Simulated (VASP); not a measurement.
Level of theory: PBE GGA, VASP's PBE PAW potentials (set 64) (plane waves; VASP 6.6.1).

VASP ran on this input.

INCAR:
```
! general
SYSTEM  = Ga36CN35
PREC    = Normal
ENCUT   = 400
LREAL   = Auto
LASPH   = .TRUE.
ISYM    = 0
NELECT  = 290.0

! electronic loop
EDIFF   = 1E-5
NELM    = 100
NELMIN  = 4
ALGO    = Fast
LMAXMIX = 4

! smearing
ISMEAR  = 0
SIGMA   = 0.05

! functional
GGA     = PE

! ions
IBRION  = 2
NSW     = 60
ISIF    = 2
EDIFFG  = -0.03

! output
LWAVE   = .FALSE.
LCHARG  = .FALSE.
```

POSCAR:
```
Ga36CN35
1.0
  4.8683178927  -8.4321738171   0.0000000000
  4.8683178927   8.4321738171   0.0000000000
  0.0000000000   0.0000000000  10.5562839806
Ga N C
36 35 1
Direct
  0.2222220000   0.1111110000   0.2500000000
  0.1111110000   0.2222220000   0.0000000000
  0.2222220000   0.1111110000   0.7500000000
  0.1111110000   0.2222220000   0.5000000000
  0.2222220000   0.4444440000   0.2500000000
  0.1111110000   0.5555560000   0.0000000000
  0.2222220000   0.4444440000   0.7500000000
  0.1111110000   0.5555560000   0.5000000000
  0.2222220000   0.7777780000   0.2500000000
  0.1111110000   0.8888890000   0.0000000000
  0.2222220000   0.7777780000   0.7500000000
  0.1111110000   0.8888890000   0.5000000000
  0.5555560000   0.1111110000   0.2500000000
  0.4444440000   0.2222220000   0.0000000000
  0.5555560000   0.1111110000   0.7500000000
  0.4398540000   0.2203680000   0.5044820000
  0.5571430000   0.4459850000   0.2461240000
  0.4444440000   0.5555560000   0.0000000000
  0.5555560000   0.4444440000   0.7500000000
  0.4408870000   0.5486690000   0.4999970000
  0.5555560000   0.7777780000   0.2500000000
  0.4444440000   0.8888890000   0.0000000000
  0.5555560000   0.7777780000   0.7500000000
  0.4444440000   0.8888890000   0.5000000000
  0.8888890000   0.1111110000   0.2500000000
  0.7777780000   0.2222220000   0.0000000000
  0.8888890000   0.1111110000   0.7500000000
  0.7777780000   0.2222220000   0.5000000000
  0.8888890000   0.4444440000   0.2500000000
  0.7777780000   0.5555560000   0.0000000000
  0.8888890000   0.4444440000   0.7500000000
  0.7834170000   0.5577960000   0.5017320000
  0.8888890000   0.7777780000   0.2500000000
  0.7777780000   0.8888890000   0.0000000000
  0.8888890000   0.7777780000   0.7500000000
  0.7777780000   0.8888890000   0.5000000000
  0.2182470000   0.1085630000   0.4372870000
  0.1111110000   0.2222220000   0.1885000000
  0.2222220000   0.1111110000   0.9385000000
  0.1111110000   0.2222220000   0.6885000000
  0.2181940000   0.4424130000   0.4413840000
  0.1111110000   0.5555560000   0.1885000000
  0.2222220000   0.4444440000   0.9385000000
  0.1111110000   0.5555560000   0.6885000000
  0.2222220000   0.7777780000   0.4385000000
  0.1111110000   0.8888890000   0.1885000000
  0.2222220000   0.7777780000   0.9385000000
  0.1111110000   0.8888890000   0.6885000000
  0.5504540000   0.1084560000   0.4393280000
  0.4420400000   0.2202410000   0.1914730000
  0.5555560000   0.1111110000   0.9385000000
  0.4438350000   0.2176940000   0.6847170000
  0.4459240000   0.5541460000   0.1876730000
  0.5555560000   0.4444440000   0.9385000000
  0.4420270000   0.5538220000   0.6897780000
  0.5533160000   0.7744600000   0.4406690000
  0.4444440000   0.8888890000   0.1885000000
  0.5555560000   0.7777780000   0.9385000000
  0.4444440000   0.8888890000   0.6885000000
  0.8888890000   0.1111110000   0.4385000000
  0.7777780000   0.2222220000   0.1885000000
  0.8888890000   0.1111110000   0.9385000000
  0.7777780000   0.2222220000   0.6885000000
  0.8917550000   0.4504960000   0.4378200000
  0.7795290000   0.5531190000   0.1930920000
  0.8888890000   0.4444440000   0.9385000000
  0.7794330000   0.5603620000   0.6876710000
  0.8907020000   0.7818900000   0.4348710000
  0.7777780000   0.8888890000   0.1885000000
  0.8888890000   0.7777780000   0.9385000000
  0.7777780000   0.8888890000   0.6885000000
  0.5580270000   0.4449200000   0.4424060000
```

File KPOINTS:
```
Automatic
0
Gamma
1 1 1
```

POTCAR, in this order: Ga N C (PBE.64 set). Program: vasp_gam.

Question: What will the output report for the number of irreducible k-points (NKPTS), largest plane-wave count, FFT grid (NGX, NGY, NGZ)?

Answer: 
The number of irreducible k-points (NKPTS) is 1, the largest plane-wave count comes out as 7908 and the FFT grid (NGX, NGY, NGZ) comes out as 48 × 48 × 54.

The cell is a supercell with a defect, built from GaN (wurtzite): C_N, charge -3. The run is not spin-polarised, so no state with unpaired spins was tried.
